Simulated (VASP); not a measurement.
# OsO3 (I4/mmm) in VASP: reference runs

Reference runs on OsO3: the cell as given.

Everything below comes from runs of VASP 6.6.1. Logs are shortened: lines on timing, memory, paths and dates and some standing lists are left out, and cuts for length are marked.

### 1 Starting point

The structure is tetragonal, space group I4/mmm (No. 139). Conventional cell: a = 3.310 Å, b = 3.310 Å, c = 6.789 Å, α = 90.00°, β = 90.00°, γ = 90.00°. Os (site symmetry 4/mmm) is surrounded by 12 O at 2.34 to 2.37 Å. Around O (site symmetry -4m2) lie 8 O at 2.34 to 2.37 Å and 4 Os at 2.37 Å. Around O (site symmetry 4/mmm) lie 4 Os at 2.34 Å and 8 O at 2.37 Å.

The cell was built by a generator and needn't be a form met in nature.

### 2 Single point, PBE

Input file INCAR:

```
SYSTEM = OsO3
PREC = Accurate
ENCUT = 520
EDIFF = 1E-7
ISMEAR = -1
SIGMA = 0.05
LREAL = .False.
LASPH = .True.
NELM = 100
ALGO = Normal
ISIF = 2
LWAVE = .False.
LCHARG = .True.
GGA = PE
LELF = .True.
LVHAR = .True.
NBANDS = 21
```

Input file KPOINTS:

```
Automatic mesh
0
Gamma
  11 11 11
  0 0 0
```

Input file POSCAR:

```
OsO3
1.0
   -1.6552477100      1.6552477100      3.3943491900
    1.6552477100     -1.6552477100      3.3943491900
    1.6552477100      1.6552477100     -3.3943491900
Os O
1 3
Direct
    0.0000000000      0.0000000000      0.0000000000
    0.7500000000      0.2500000000      0.5000000000
    0.2500000000      0.7500000000      0.5000000000
    0.5000000000      0.5000000000      0.0000000000
```

Potentials or basis: VASP PAW PBE potentials, release 64 (Os, O).

Started as:

```sh
cat potpaw_PBE.64/Os/POTCAR potpaw_PBE.64/O/POTCAR > POTCAR
mpirun -np 1 vasp_std > vasp.out
```

OUTCAR:

```text
SYSTEM = OsO3
   PREC = Accurate
   ENCUT = 520
   EDIFF = 1E-7
   ISMEAR = -1
   LREAL = .False.
   LASPH = .True.
   NELM = 100
   ISIF = 2
   GGA = PE

 ion  position               nearest neighbor table
   1  0.000  0.000  0.000-   4 2.34   4 2.34   4 2.34   4 2.34   2 2.37   2 2.37   3 2.37   3 2.37
                             3 2.37   2 2.37   3 2.37   2 2.37
   2  0.750  0.250  0.500-   1 2.37   1 2.37   1 2.37   1 2.37
   3  0.250  0.750  0.500-   1 2.37   1 2.37   1 2.37   1 2.37
   4  0.500  0.500  0.000-   1 2.34   1 2.34   1 2.34   1 2.34

  LATTYP: Found a body centered tetragonal cell.
 ALAT       =     3.3104954200
 C/A-ratio  =     2.0506593481

  Lattice vectors:

 A1 = (  -1.6552477100,   1.6552477100,   3.3943491900)
 A2 = (   1.6552477100,  -1.6552477100,   3.3943491900)
 A3 = (   1.6552477100,   1.6552477100,  -3.3943491900)

Analysis of symmetry for initial positions (statically):
=====================================================================
 Subroutine PRICEL returns:
 Original cell was already a primitive cell.

 Routine SETGRP: Setting up the symmetry group for a
 body centered tetragonal supercell.

 Subroutine GETGRP returns: Found 16 space group operations
 (whereof 16 operations were pure point group operations)
 out of a pool of 16 trial point group operations.

The static configuration has the point symmetry D_4h.

Analysis of symmetry for dynamics (positions and initial velocities):
=====================================================================
 Subroutine PRICEL returns:
 Original cell was already a primitive cell.

 Routine SETGRP: Setting up the symmetry group for a
 body centered tetragonal supercell.

 Subroutine GETGRP returns: Found 16 space group operations
 (whereof 16 operations were pure point group operations)
 out of a pool of 16 trial point group operations.

The dynamic configuration has the point symmetry D_4h.

 Subroutine INISYM returns: Found 16 space group operations
 (whereof 16 operations are pure point group operations),
 and found     1 'primitive' translations

----------------------------------------------------------------------------------------

                                     Primitive cell

  volume of cell :      37.2000

[... 83 lines left out ...]
   PREC   = accura    normal or accurate (medium, high low for compatibility)
   ISTART =      0    job   : 0-new  1-cont  2-samecut
   ICHARG =      2    charge: 1-file 2-atom 10-const
   ISPIN  =      1    spin polarized calculation?
   LNONCOLLINEAR =      F non collinear calculations
   LSORBIT =      F    spin-orbit coupling
   LASPH  =      T    aspherical Exc in radial PAW
   ENCUT  =  520.0 eV  38.22 Ry    6.18 a.u.   7.67  7.67  7.67*2*pi/ulx,y,z
   NELM   =    100;   NELMIN=  2; NELMDL= -5     # of ELM steps
   EDIFF  = 0.1E-06   stopping-criterion for ELM
   LREAL  =      F    real-space projection
   EDIFFG = 0.1E-05   stopping-criterion for IOM
   NSW    =      0    number of steps for IOM
   IBRION =     -1    ionic relax: 0-MD 1-quasi-New 2-CG
   NFREE  =      0    steps in history (QN), initial steepest desc. (CG)
   ISIF   =      2    stress and relaxation
   ISYM   =      2    0-nonsym 1-usesym 2-fastsym
   POTIM  = 0.5000    time-step for ionic-motion
   TEBEG  =    0.0;   TEEND  =   0.0 temperature during run
   PSTRESS=    0.0 pullay stress
   NELECT =      26.0000    total number of electrons
   NUPDOWN=      -1.0000    fix difference up-down
   EMIN   =  10.00;   EMAX   =-10.00  energy-range for DOS
   EFERMI =   0.00;   METHOD = LEGACY
   ISMEAR =    -1;   SIGMA  =   0.05  broadening in eV -4-tet -1-fermi 0-gaus
   EFERMI_NEDOS =   21; number of points for ismear=-14 and -15
   IALGO  =     38    algorithm
   IMIX   =      4    mixing-type and parameters
     AMIX     =   0.40;   BMIX     =  1.00
     AMIX_MAG =   1.60;   BMIX_MAG =  1.00
  volume/ion in A,a.u.               =       9.30        62.76
  Fermi-wavevector in a.u.,A,eV,Ry     =   1.452842  2.745474 28.718504  2.110750
  Thomas-Fermi vector in A             =   2.570178
   LORBIT       =      0    0 simple, 1 ext, 2 COOP (PROOUT), +10 PAW based schemes
   GGA     = PE    functional components
   LHFCALC =     F    Hartree Fock is set to
   AEXX    =    0.0000 exact exchange contribution
   IVDW    =     0    specifies the selected vdW correction
   LEPSILON=     F    determine dielectric tensor
   LRPA    =     F    only Hartree local field effects (RPA)
 non-spin polarized calculation
  energy-cutoff  :      520.00
  volume of cell :       37.20
 maximum number of plane-waves:      1025
   NGX = 15   NGY = 15   NGZ = 15

 number of electron      25.9999995 magnetization

 Free energy of the ion-electron system (eV)
  ---------------------------------------------------
  ext. energy  EPLUGINS =         0.00000000
  ---------------------------------------------------
  free energy    TOTEN  =       -22.85556631 eV

  energy without entropy =      -22.82516145  energy(sigma->0) =      -22.84036388

 E-fermi :   5.6270     XC(G=0): -12.8537

 val. band max:        5.6264259281   @ k =  -0.2727  -0.2727   0.2727
 cond. band min:       5.6286709090   @ k =  -0.1818   0.3636   0.0909
 fundamental gap:      0.0022449809
 Fermi energy:         5.6270485119

 k-point     1 :       0.0000    0.0000    0.0000
  band No.  band energies     occupation
      1     -15.0802      2.00000
      2     -11.0570      2.00000
      3     -10.8617      2.00000
      4      -0.4246      2.00000
      5      -0.4169      2.00000
      6      -0.4169      2.00000
[... 565 lines left out ...]
     20      19.3030      0.00000
     21      21.6107      0.00000

 [... further k-points ...]
[... 5 lines left out ...]
  --------------------------------------------------------------------------------------
  -------------------------------------------------------------------------------------
  Total       -2.3854033     -2.3854033    -10.4873433      0.0000000     -0.0000000      0.0000000
  in kB     -102.7377150   -102.7377150   -451.6828134      0.0000000     -0.0000000      0.0000000
  external PRESSURE =    -219.0527478 kB  Pullay stress =       0.0000000 kB

 VOLUME and BASIS-vectors are now :
 -----------------------------------------------------------------------------
  energy-cutoff  :      520.00
  volume of cell :       37.20
      direct lattice vectors                 reciprocal lattice vectors
    -1.655247710  1.655247710  3.394349190     0.000000000  0.302069592  0.147303643
     1.655247710 -1.655247710  3.394349190     0.302069592  0.000000000  0.147303643
     1.655247710  1.655247710 -3.394349190     0.302069592  0.302069592  0.000000000

 POSITION                                       TOTAL-FORCE (eV/Angst)
 -----------------------------------------------------------------------------------
      0.00000      0.00000      0.00000        -0.000000     -0.000000      0.000000
      0.00000      1.65525      1.69717         0.000000     -0.000000     -0.000000
      1.65525      0.00000      1.69717        -0.000000      0.000000      0.000000
      0.00000      0.00000      3.39435        -0.000000     -0.000000      0.000000
 -----------------------------------------------------------------------------------
    total drift:                               -0.000000     -0.000000      0.000000

  FREE ENERGIE OF THE ION-ELECTRON SYSTEM (eV)
  ---------------------------------------------------
  free  energy   TOTEN  =       -22.8555663057 eV

  energy  without entropy=      -22.8251614517  energy(sigma->0) =      -22.84036388
```

stdout:

```text
POSCAR found type information on POSCAR OsO
 POSCAR found :  2 types and       4 ions
 scaLAPACK will be used
 LDA part: xc-table for (Slater+PW92), standard interpolation
 POSCAR, INCAR and KPOINTS ok, starting setup
 FFT: planning ... GRIDC
 FFT: planning ... GRID_SOFT
 FFT: planning ... GRID
 WAVECAR not read
 entering main loop
```

Wall time 56 s (1 thread of Intel Xeon 6975P-C (Granite Rapids), shared host); peak memory 0.23 GiB.

What came out:

```
Free energy            : -22.8556 eV
Pressure               : -21.9 GPa
Band gap on the k mesh : none (metal or under the smearing width)
```

Levels at points of the mesh, in eV from the Fermi level:
```
           k point  band 11  band 12  band 13  band 14  band 15  band 16
(0.00, 0.00, 0.00)    -1.48    -0.45    -0.45    -0.22     1.23     1.23
```

Caveat: so large a pressure means that the cell lies far from this level's equilibrium, or that cutoff or potentials fall short.
